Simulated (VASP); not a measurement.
Computed with LDA (Ceperley-Alder, Perdew-Zunger), VASP's LDA PAW potentials (set 64) (plane waves; VASP).

Input for VASP

### POSCAR
```
Li3Ga2
1
    2.1557950000     1.2446490000     4.5654000000
   -2.1557950000     1.2446490000     4.5654000000
    0.0000000000    -2.4892980000     4.5654000000
Li Ga
3 2
Direct
  0.5890250000   0.5888400000   0.6079560000
  0.4058340000   0.3740610000   0.4330630000
  0.0159240000   0.0061080000  -0.0270210000
  0.2016420000   0.1987900000   0.1891400000
  0.7875760000   0.8322020000   0.7968610000
```

### KPOINTS
```
Automatic mesh
0
Gamma
6 6 6
0 0 0
```

**INCAR**
```
SYSTEM = Li3Ga2
PREC = Accurate
ENCUT = 400
EDIFF = 1E-6
NELM = 100
ALGO = Normal
LREAL = .FALSE.
LASPH = .TRUE.
ISMEAR = 0
SIGMA = 0.136
LMAXMIX = 4
LWAVE = .FALSE.
LCHARG = .FALSE.
ISIF = 2
```

POTCAR, in this order: Li_sv Ga_d (LDA.64 set). Program: vasp_std.

The resulting files:

OSZICAR:
```
       N       E                     dE             d eps       ncg     rms          rms(c)
DAV:   1     0.182790764145E+03    0.18279E+03   -0.14754E+04  4704   0.210E+03
DAV:   2     0.853963520360E+01   -0.17425E+03   -0.17145E+03  4974   0.425E+02
DAV:   3    -0.126449058967E+02   -0.21185E+02   -0.20997E+02  7201   0.115E+02
DAV:   4    -0.151964344232E+02   -0.25515E+01   -0.25255E+01  8218   0.331E+01
DAV:   5    -0.153574724684E+02   -0.16104E+00   -0.16101E+00  6802   0.629E+00    0.256E+00
DAV:   6    -0.151683361423E+02    0.18914E+00   -0.46557E-01  5898   0.981E+00    0.125E+00
DAV:   7    -0.151302357988E+02    0.38100E-01   -0.67118E-02  7119   0.253E+00    0.389E-01
DAV:   8    -0.151254534251E+02    0.47824E-02   -0.16146E-02  8668   0.126E+00    0.817E-02
DAV:   9    -0.151254541260E+02   -0.70085E-06   -0.13106E-03  6167   0.593E-01    0.469E-02
DAV:  10    -0.151254383040E+02    0.15822E-04   -0.15862E-04  7652   0.383E-01    0.100E-02
DAV:  11    -0.151254389547E+02   -0.65067E-06   -0.31864E-05  6862   0.145E-01    0.418E-03
DAV:  12    -0.151254393248E+02   -0.37008E-06   -0.64387E-06  5712   0.281E-02
   1 F= -.15125439E+02 E0= -.15120289E+02  d E =-.103001E-01
```

OUTCAR:
```
------------------------ aborting loop because EDIFF is reached ----------------------------------------
  FORCE on cell =-STRESS in cart. coord.  units (eV):
  Direction    XX          YY          ZZ          XY          YZ          ZX
  --------------------------------------------------------------------------------------
  Total       -2.3002526     -2.4120017     -1.7081704     -0.2057923      0.0224133     -0.0421977
  in kB      -50.1420023    -52.5779627    -37.2355116     -4.4859592      0.4885756     -0.9198466
  external PRESSURE =     -46.6518255 kB  Pullay stress =       0.0000000 kB
  volume of cell :       73.50
      direct lattice vectors                 reciprocal lattice vectors
     2.155795000  1.244649000  4.565400000     0.231932999  0.133906561  0.073012952
    -2.155795000  1.244649000  4.565400000    -0.231932999  0.133906561  0.073012952
     0.000000000 -2.489298000  4.565400000     0.000000000 -0.267813121  0.073012952
 POSITION                                       TOTAL-FORCE (eV/Angst)
 -----------------------------------------------------------------------------------
      0.00040     -0.04736      8.15299         0.004715      0.299132      0.069231
      0.06850     -0.10733      5.53764        -0.392564      0.512717     -0.084794
      0.02116     -2.39461      4.54262         0.012613     -0.391957      0.090322
      0.00615      0.02757      2.69163        -0.398814     -0.188030      0.295330
     -0.09620      0.03243     11.03292         0.774051     -0.231862     -0.370089
 -----------------------------------------------------------------------------------
    total drift:                               -0.000260     -0.000956     -0.000107
  FREE ENERGIE OF THE ION-ELECTRON SYSTEM (eV)
  ---------------------------------------------------
  free  energy   TOTEN  =       -15.1254393248 eV

  energy  without entropy=      -15.1151392114  energy(sigma->0) =      -15.12028927
```
(Selected blocks of OUTCAR.)

At this cut-off the stress carries a Pulay error, which pulls relaxed volumes low.

The structure comes from a computed database's Li3Ga2 entry; how it stands against other phases isn't given here. The cell was not relaxed at this level, atoms are displaced from their ideal sites. The electron count is odd and the run is not spin-polarised, which forces a metal.
